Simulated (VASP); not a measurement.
Calculation: PBE GGA, VASP's PBE PAW potentials (set 64) (plane waves; VASP 6.6.1).

VASP input:

INCAR:
```
SYSTEM = ZrB2
PREC = Accurate; ENCUT = 520; LREAL = .FALSE.
LASPH = .TRUE.
EDIFF = 1E-2; NELM = 100; ALGO = Normal
LMAXMIX = 4
ISMEAR = 1; SIGMA = 0.1
GGA = PE
ISIF = 2
LWAVE = .FALSE.; LCHARG = .FALSE.
```

**KPOINTS**
```
K-points
0
G
  10 10 8
```

**POSCAR**
```
ZrB2
1.0
  1.5419390000  -2.7407170000   0.0000000000
  1.5419390000   2.7407170000   0.0000000000
  0.0000000000   0.0000000000   3.4858060000
Zr B
1 2
direct
  0.0000000000   0.0000000000   0.0000000000
  0.3333330000   0.6666670000   0.5000000000
  0.6958320000   0.3624980000   0.5000000000
```

POTCAR, in this order: Zr_sv B (PBE.64 set). Program: vasp_std.

Output

### OSZICAR
```
       N       E                     dE             d eps       ncg     rms          rms(c)
DAV:   1     0.115282657806E+03    0.11528E+03   -0.10040E+04  6760   0.139E+03
DAV:   2    -0.218297090316E+02   -0.13711E+03   -0.13230E+03  7883   0.342E+02
DAV:   3    -0.274748097198E+02   -0.56451E+01   -0.55689E+01 10825   0.612E+01
DAV:   4    -0.276110395236E+02   -0.13623E+00   -0.13613E+00  8687   0.879E+00
DAV:   5    -0.276141925146E+02   -0.31530E-02   -0.31528E-02  8798   0.109E+00    0.237E+01
DAV:   6    -0.248700035517E+02    0.27442E+01   -0.79232E+00  8247   0.206E+01    0.979E+00
DAV:   7    -0.248337665049E+02    0.36237E-01   -0.94727E-01 10354   0.651E+00    0.342E+00
DAV:   8    -0.248357618696E+02   -0.19954E-02   -0.11167E-01  8129   0.317E+00    0.814E-01
DAV:   9    -0.248323762509E+02    0.33856E-02   -0.17695E-02  6165   0.116E+00
   1 F= -.24832376E+02 E0= -.24832425E+02  d E =0.145774E-03
```

### OUTCAR
```
------------------------ aborting loop because EDIFF is reached ----------------------------------------
  FORCE on cell =-STRESS in cart. coord.  units (eV):
  Direction    XX          YY          ZZ          XY          YZ          ZX
  --------------------------------------------------------------------------------------
  Total        3.9560363      1.1822724      2.2307960      0.0251463      0.0000000      0.0000000
  in kB      215.1326139     64.2929775    121.3125823      1.3674784      0.0000000      0.0000000
  external PRESSURE =     133.5793912 kB  Pullay stress =       0.0000000 kB
  volume of cell :       29.46
      direct lattice vectors                 reciprocal lattice vectors
     1.541939000 -2.740717000  0.000000000     0.324267043 -0.182434013  0.000000000
     1.541939000  2.740717000  0.000000000     0.324267043  0.182434013  0.000000000
     0.000000000  0.000000000  3.485806000     0.000000000  0.000000000  0.286877698
 POSITION                                       TOTAL-FORCE (eV/Angst)
 -----------------------------------------------------------------------------------
      0.00000      0.00000      0.00000         0.680691      0.037628      0.000000
      1.54194      0.91357      1.74290         0.959114     -0.115638      0.000000
      1.63188     -0.91357      1.74290        -1.639805      0.078011      0.000000
 -----------------------------------------------------------------------------------
    total drift:                               -0.001448      0.000140      0.000000
  FREE ENERGIE OF THE ION-ELECTRON SYSTEM (eV)
  ---------------------------------------------------
  free  energy   TOTEN  =       -24.8323762509 eV

  energy  without entropy=      -24.8325220251  energy(sigma->0) =      -24.83242484
```
(Selected blocks of OUTCAR.)

The compound is ZrB2 in the AlB2 type structure. The cell was not relaxed at this level, atoms are displaced from their ideal sites. The run is one of a series of settings (EDIFF = 1E-2 against the base run), some of them coarse on purpose.
